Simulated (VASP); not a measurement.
# A first-principles U for Zn3Co, part 3 of 3

What U does Zn3Co call for? The start is a computed cell from the Materials Project.

VASP 6.6.1, plane waves and PAW; the level of theory is named at each step.

Still holding for the runs below: The k-mesh is coarse for a metal.

So far. Step 6 (Shifted potential, relaxed density, alpha -0.1): The run ends at a pressure of -7.39 GPa, with forces up to 0.059 eV/Å. Step 7 (Shifted potential, frozen density, alpha 0.1): Energy at zero smearing: -29.00391 eV.

## 8. Shifted potential, relaxed density, alpha 0.1

Level of this step: LDA, with a shift of one shell's potential, spin-polarised from a ferromagnetic start; plane waves and PAW (Co, Co, Zn) (VASP).

The input, INCAR:

```
SYSTEM = Zn3Co
PREC = Normal
ENCUT = 350
EDIFF = 1E-06
NELM = 150
ISMEAR = 1
SIGMA = 0.05
LREAL = .FALSE.
ALGO = Normal
GGA = CA
NBANDS = 54
ISPIN = 2
MAGMOM = 2 2 0 0 0 0 0 0
LASPH = .TRUE.
LMAXMIX = 4
LORBIT = 11
LWAVE = .FALSE.
LCHARG = .FALSE.
KPAR = 2
AMIX = 0.2
BMIX = 1E-04
AMIX_MAG = 0.8
BMIX_MAG = 1E-04
LDAU = .TRUE.
LDAUTYPE = 3
LDAUL = 2 -1 -1
LDAUU = 0.1 0 0
LDAUJ = 0.1 0 0
```

The input, POSCAR:

```
Zn3Co
1.0
    5.2323674750      0.0000000000      0.0000000000
   -2.6161837375      4.5313631553      0.0000000000
    0.0000000000      0.0000000000      4.2000468900
Co Co Zn
1 1 6
Direct
    0.3333333333      0.6666666667      0.7500000000
    0.6666666667      0.3333333333      0.2500000000
    0.1709387450      0.3418774900      0.2500000000
    0.1709387450      0.8290612550      0.2500000000
    0.6581225100      0.8290612550      0.2500000000
    0.8290612550      0.6581225100      0.7500000000
    0.8290612550      0.1709387450      0.7500000000
    0.3418774900      0.1709387450      0.7500000000
```

The input, KPOINTS:

```
Automatic mesh
0
Gamma
4 4 4
0 0 0
```

Potentials, in the order of the species: Co, Co and Zn (LDA family, release 64).

Started as:

```console
> mpirun -np 2 vasp_std
```

Output:

```text
[... set-up lines as in an earlier step ...]
 entering main loop
       N       E                     dE             d eps       ncg     rms          rms(c)
DAV:   1    -0.290038212836E+02   -0.29004E+02   -0.25497E-02  4484   0.731E-01    0.834E-01
DAV:   2    -0.290933809130E+02   -0.89560E-01   -0.72498E-01  3388   0.524E+00    0.458E+00
DAV:   3    -0.289997191460E+02    0.93662E-01   -0.60568E-01  3372   0.441E+00    0.289E-01
DAV:   4    -0.289995965437E+02    0.12260E-03   -0.55094E-03  2900   0.437E-01    0.126E-01
DAV:   5    -0.289995448859E+02    0.51658E-04   -0.33479E-04  3024   0.121E-01    0.632E-02
DAV:   6    -0.289995213016E+02    0.23584E-04   -0.74299E-05  2842   0.605E-02    0.244E-02
DAV:   7    -0.289995192416E+02    0.20599E-05   -0.25751E-05  2766   0.327E-02    0.789E-03
DAV:   8    -0.289995194066E+02   -0.16492E-06   -0.32965E-06  1800   0.221E-02
   1 F= -.28999519E+02 E0= -.28999260E+02  d E =-.777650E-03  mag=     0.0798
```

The job ended after 18 s (2 MPI ranks of AMD EPYC 7R43, shared host; peak memory 0.27 GiB; 34 s of CPU time).

OUTCAR, selected parts (step 8):

```text
  Total       -4.4457210     -4.4457210     -5.3964447      0.0000000      0.0000000      0.0000000
  in kB      -71.5272527    -71.5272527    -86.8234564      0.0000000      0.0000000      0.0000000
  external PRESSURE =     -76.6259873 kB  Pullay stress =       0.0000000 kB

 POSITION                                       TOTAL-FORCE (eV/Angst)
 -----------------------------------------------------------------------------------
     -0.00000      3.02091      3.15004         0.000000      0.000000      0.000000
      2.61618      1.51045      1.05001         0.000000      0.000000      0.000000
      0.00000      1.54917      1.05001         0.000000      0.066164      0.000000
     -1.27456      3.75678      1.05001         0.057300     -0.033082      0.000000
      1.27456      3.75678      1.05001        -0.057300     -0.033082     -0.000000
      2.61618      2.98219      3.15004         0.000000     -0.059373      0.000000
      3.89075      0.77459      3.15004        -0.051418      0.029686      0.000000
      1.34162      0.77459      3.15004         0.051418      0.029686     -0.000000
 -----------------------------------------------------------------------------------
    total drift:                               -0.000001      0.000000     -0.000000

  FREE ENERGIE OF THE ION-ELECTRON SYSTEM (eV)
  ---------------------------------------------------
  free  energy   TOTEN  =       -28.9995194066 eV

  energy  without entropy=      -28.9987417562  energy(sigma->0) =      -28.99926019

 magnetization (x)
# of ion       s       p       d       tot
------------------------------------------
    1        0.000   0.001   0.034   0.035
    2        0.000   0.001   0.045   0.046
    3       -0.000  -0.000  -0.000  -0.001
    4       -0.000  -0.000  -0.000  -0.001
    5       -0.000  -0.000  -0.000  -0.001
    6       -0.000  -0.000  -0.000  -0.000
    7       -0.000  -0.000  -0.000  -0.000
    8       -0.000  -0.000  -0.000  -0.000
--------------------------------------------------
tot         -0.001   0.001   0.079   0.078

[... 2 parts as in an earlier step ...]

[... 1 further part left out ...]
[key lines of the parts left out:]
E-fermi :   4.9651
```

Energy at zero smearing: -28.99926 eV.

The run ends at a pressure of -7.66 GPa, with forces up to 0.066 eV/Å.

## 9. Shifted potential, frozen density, alpha 0.2

INCAR, as its differences from that of step 8:

```diff
@@ -26,3 +26,4 @@
 LDAUL = 2 -1 -1
-LDAUU = 0.1 0 0
-LDAUJ = 0.1 0 0
+LDAUU = 0.2 0 0
+LDAUJ = 0.2 0 0
+ICHARG = 11
```

POSCAR is that of step 8.

KPOINTS is that of step 8.

The WAVECAR or CHGCAR of an earlier step is read.

Started as:

```console
> mpirun -np 2 vasp_std
```

Output:

```text
[... set-up lines as in an earlier step ...]
 entering main loop
       N       E                     dE             d eps       ncg     rms          rms(c)
DAV:   1    -0.297708030552E+02   -0.29771E+02   -0.10018E-01  4196   0.148E+00
DAV:   2    -0.297712849301E+02   -0.48187E-03   -0.48187E-03  2628   0.326E-01
DAV:   3    -0.297712860776E+02   -0.11474E-05   -0.11470E-05  2476   0.149E-02
DAV:   4    -0.297712861029E+02   -0.25304E-07   -0.25824E-07  1372   0.291E-03
   1 F= -.29771286E+02 E0= -.29770851E+02  d E =-.130599E-02  mag=     0.0721
```

Wall time 9.6 s (2 MPI ranks); peak memory 0.25 GiB; 18 s of CPU time.

Parts of OUTCAR (step 9):

```text
  Total        0.4969325      0.4969325     -0.3248856      0.0000000      0.0000000      0.0000000
  in kB        7.9951526      7.9951526     -5.2270876      0.0000000      0.0000000      0.0000000
  external PRESSURE =       3.5877392 kB  Pullay stress =       0.0000000 kB

 POSITION                                       TOTAL-FORCE (eV/Angst)
 -----------------------------------------------------------------------------------
     -0.00000      3.02091      3.15004        -0.000000      0.000000     -0.000000
      2.61618      1.51045      1.05001        -0.000000      0.000000     -0.000000
      0.00000      1.54917      1.05001        -0.000000      0.101114      0.000000
     -1.27456      3.75678      1.05001         0.087568     -0.050557     -0.000000
      1.27456      3.75678      1.05001        -0.087568     -0.050557     -0.000000
      2.61618      2.98219      3.15004        -0.000000     -0.058389     -0.000000
      3.89075      0.77459      3.15004        -0.050567      0.029195     -0.000000
      1.34162      0.77459      3.15004         0.050567      0.029195      0.000000
 -----------------------------------------------------------------------------------
    total drift:                               -0.000013      0.000007     -0.000000

  FREE ENERGIE OF THE ION-ELECTRON SYSTEM (eV)
  ---------------------------------------------------
  free  energy   TOTEN  =       -29.7712861029 eV

  energy  without entropy=      -29.7699801138  energy(sigma->0) =      -29.77085077

 magnetization (x)
# of ion       s       p       d       tot
------------------------------------------
    1        0.001   0.001   0.036   0.038
    2        0.000   0.001   0.044   0.045
    3       -0.000  -0.000  -0.000  -0.001
    4       -0.000  -0.000  -0.000  -0.001
    5       -0.000  -0.000  -0.000  -0.001
    6        0.000   0.000   0.000   0.001
    7        0.000   0.000   0.000   0.001
    8        0.000   0.000   0.000   0.001
--------------------------------------------------
tot          0.000   0.003   0.081   0.084

[... 2 parts as in an earlier step ...]

[... 1 further part left out ...]
[key lines of the parts left out:]
E-fermi :   4.9130
```

Energy at zero smearing: -29.77085 eV.

## 10. Shifted potential, relaxed density, alpha 0.2

INCAR, as its differences from that of step 9:

```diff
@@ -28,2 +28 @@
 LDAUJ = 0.2 0 0
-ICHARG = 11
```

POSCAR is that of step 9.

KPOINTS is that of step 9.

Started as:

```console
> mpirun -np 2 vasp_std
```

Output:

```text
[... set-up lines as in an earlier step ...]
 entering main loop
       N       E                     dE             d eps       ncg     rms          rms(c)
DAV:   1    -0.297705107152E+02   -0.29771E+02   -0.10042E-01  4276   0.147E+00    0.172E+00
DAV:   2    -0.301493900564E+02   -0.37888E+00   -0.31253E+00  3420   0.108E+01    0.839E+00
DAV:   3    -0.297516065821E+02    0.39778E+00   -0.22880E+00  3328   0.844E+00    0.344E-01
DAV:   4    -0.297531852473E+02   -0.15787E-02   -0.25691E-02  2744   0.799E-01    0.163E-01
DAV:   5    -0.297531282985E+02    0.56949E-04   -0.72979E-04  2824   0.202E-01    0.115E-01
DAV:   6    -0.297530375045E+02    0.90794E-04   -0.31933E-04  3376   0.116E-01    0.397E-02
DAV:   7    -0.297530312822E+02    0.62222E-05   -0.79185E-05  2822   0.603E-02    0.118E-02
DAV:   8    -0.297530312805E+02    0.17317E-08   -0.52326E-06  2088   0.241E-02
   1 F= -.29753031E+02 E0= -.29752795E+02  d E =-.709441E-03  mag=     0.0810
```

The job ended after 24 s (2 MPI ranks; peak memory 0.26 GiB).

OUTCAR, selected parts (step 10):

```text
  Total       -4.5429798     -4.5429798     -5.4998393      0.0000000      0.0000000      0.0000000
  in kB      -73.0920504    -73.0920504    -88.4869730      0.0000000      0.0000000      0.0000000
  external PRESSURE =     -78.2236913 kB  Pullay stress =       0.0000000 kB

 POSITION                                       TOTAL-FORCE (eV/Angst)
 -----------------------------------------------------------------------------------
     -0.00000      3.02091      3.15004         0.000000     -0.000000      0.000000
      2.61618      1.51045      1.05001         0.000000     -0.000000      0.000000
      0.00000      1.54917      1.05001         0.000000      0.073071     -0.000000
     -1.27456      3.75678      1.05001         0.063281     -0.036535      0.000000
      1.27456      3.75678      1.05001        -0.063281     -0.036535      0.000000
      2.61618      2.98219      3.15004         0.000000     -0.059721     -0.000000
      3.89075      0.77459      3.15004        -0.051720      0.029860      0.000000
      1.34162      0.77459      3.15004         0.051720      0.029860      0.000000
 -----------------------------------------------------------------------------------
    total drift:                               -0.000001      0.000001     -0.000000

  FREE ENERGIE OF THE ION-ELECTRON SYSTEM (eV)
  ---------------------------------------------------
  free  energy   TOTEN  =       -29.7530312805 eV

  energy  without entropy=      -29.7523218398  energy(sigma->0) =      -29.75279480

 magnetization (x)
# of ion       s       p       d       tot
------------------------------------------
    1        0.000   0.001   0.030   0.032
    2        0.000   0.001   0.050   0.050
    3       -0.000  -0.000  -0.000  -0.001
    4       -0.000  -0.000  -0.000  -0.001
    5       -0.000  -0.000  -0.000  -0.001
    6       -0.000   0.000  -0.000  -0.000
    7       -0.000   0.000  -0.000  -0.000
    8       -0.000   0.000  -0.000  -0.000
--------------------------------------------------
tot         -0.001   0.001   0.080   0.080

[... 2 parts as in an earlier step ...]

[... 1 further part left out ...]
[key lines of the parts left out:]
E-fermi :   4.9560
```

Energy at zero smearing: -29.75279 eV.

The run ends at a pressure of -7.82 GPa, with forces up to 0.073 eV/Å.

## 11. Summary

This step: linear-response U, LDA; plane waves and PAW (VASP 6.6.1).

No new run; the numbers come from the runs before.

This step gave:

```yaml
bare_response: 1.139 e/eV
screened_response: 0.1650 e/eV
u_from_linear_response: 5.183 eV
```

Table of change of the charge in the shell of the shifted atom, thousandths of an electron by potential shift:

| potential shift (eV) | frozen density (e) | relaxed density (e) |
| --- | --- | --- |
| -0.200 | -242 | -33 |
| -0.100 | -112 | -17 |
| 0.000 | 0 | 0 |
| 0.100 | 107 | 16 |
| 0.200 | 218 | 33 |

## 12. Summary of results

| Item | Value |
| --- | --- |
| U from linear response | 5.18 eV |
| bare response | 1.14 e/eV |
| screened response | 0.165 e/eV |

Linear response gives U = 5.2 eV for the d shell of Co. The moments of the start collapsed, so this U belongs to a non-magnetic state, which need not be the crystal's. U = 1/χ − 1/χ₀, with χ the screened and χ₀ the bare slope of the shell's charge; in this program a positive shift raises the charge. The charges are printed to three decimals, which adds noise to both slopes. The value belongs to this projector sphere, magnetic state and cell; a small cell changes it, since the images are shifted too. The bare response exceeds the screened one, as it must for a positive U.

[Lines on the potential files, build, host, timing and source positions are cut from VASP's logs without a mark.]

[Logs are printed without paths, hosts, clocks, repeated set-up lines and the standing remarks that a program may print on its own settings, such as how far it seeks lower states.]

[Hosts, paths, dates, database ids (printed as entryN), source tags and the programs' standing remarks are cut or masked in the printed files.]

[In band tables of VASP the shares of atoms and orbitals are scaled to a sum of 1 inside the atoms' spheres.]

[Runs that stopped without an error message from VASP are left out.]
